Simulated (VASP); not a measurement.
Write the native input for VASP 6.6.1 that does the following.

| Property | Result |
| --- | --- |
| Task | relaxation of cell and atoms |
| Functional | PBE |
| Potentials or basis | VASP PAW PBE potentials, release 64 (Mg, Ti_sv, O) |
| Cutoff | 520 eV |
| k mesh | 5 × 5 × 2 |
| Occupations | gaussian, width 0.15 eV |
| Spin | no spin polarisation |
| Further INCAR settings | PREC = Normal; ALGO = Fast; EDIFF = 0.0001; IBRION = 2; EDIFFG = -0.08; NSW = 24; ISIF = 3 |

The structure of MgTi3O4 lies in POSCAR:

```
MgTi3O4
1.0
    3.3246098400      0.0000000000      0.0000000000
   -1.6623049200      2.8791965800      0.0000000000
    0.0000000000      0.0000000000      8.6687603800
Mg Ti O
1 3 4
Direct
    0.0000000000      0.0000000000      0.0000000000
    0.0000000000      0.0000000000      0.5000000000
    0.0000000000      0.0000000000      0.2604090000
    0.0000000000      0.0000000000      0.7395910000
    0.3333333300      0.6666666700      0.8598229900
    0.3333333300      0.6666666700      0.3759129900
    0.6666666700      0.3333333300      0.1401770100
    0.6666666700      0.3333333300      0.6240870100
```

The cell was built by a generator and needn't be a form met in nature.

The input as run:

INCAR

```
SYSTEM = MgTi3O4
ALGO     = Fast           ! electronic algorithm
EDIFF    = 1E-4           ! SCF threshold, eV
EDIFFG   = -0.08          ! ionic threshold
ENCUT    = 520            ! plane-wave cutoff, eV
GGA      = PE             ! functional
IBRION   = 2              ! ionic algorithm
ISIF     = 3              ! what is computed and relaxed
ISMEAR   = 0              ! smearing method
LASPH    = .True.         ! aspherical terms in the spheres
LCHARG   = .False.        ! write CHGCAR
LREAL    = .False.        ! projectors in reciprocal space
LWAVE    = .False.        ! write WAVECAR
NELM     = 60             ! most SCF steps
NSW      = 24             ! ionic steps
PREC     = Normal         ! precision mode
SIGMA    = 0.15           ! smearing width, eV
```

KPOINTS

```
k-points
0
Gamma
  5 5 2
  0 0 0
```

Potentials or basis: VASP PAW PBE potentials, release 64 (Mg, Ti_sv, O).

Command:

```console
$ cat potpaw_PBE.64/Mg/POTCAR potpaw_PBE.64/Ti_sv/POTCAR potpaw_PBE.64/O/POTCAR > POTCAR
$ mpirun -np 1 vasp_std > vasp.out
```

It gave:

```
Relaxed volume                         : 9.63 Å³/atom
Relaxed cell                           : a = 2.839 Å, b = 2.839 Å, c = 11.035 Å, α = 90.00°, β = 90.00°, γ = 120.00°
Space group after relaxing (to 0.05 Å) : P-3m1 (No. 164)
Energy gained by relaxing              : 597.8 meV/atom
Ionic steps                            : 15
Pressure after relaxing                : -0.4 GPa
Largest force after relaxing           : 0.031 eV/Å
Band gap on the k mesh                 : none (metal or under the smearing width)
```

Caveat: the k mesh is coarse (spacing up to 0.44 Å⁻¹), so the values aren't converged; semilocal functionals often make such compounds metallic where correlation or magnetic order opens a gap, which also shifts bond lengths; the relaxation stopped at a loose force limit of 0.08 eV/Å, so its end isn't a converged minimum.

Wall time 4.9 min on 1 thread of Intel(R) Xeon(R) 6975P-C (Granite Rapids) (shared host), peak memory 0.18 GiB.
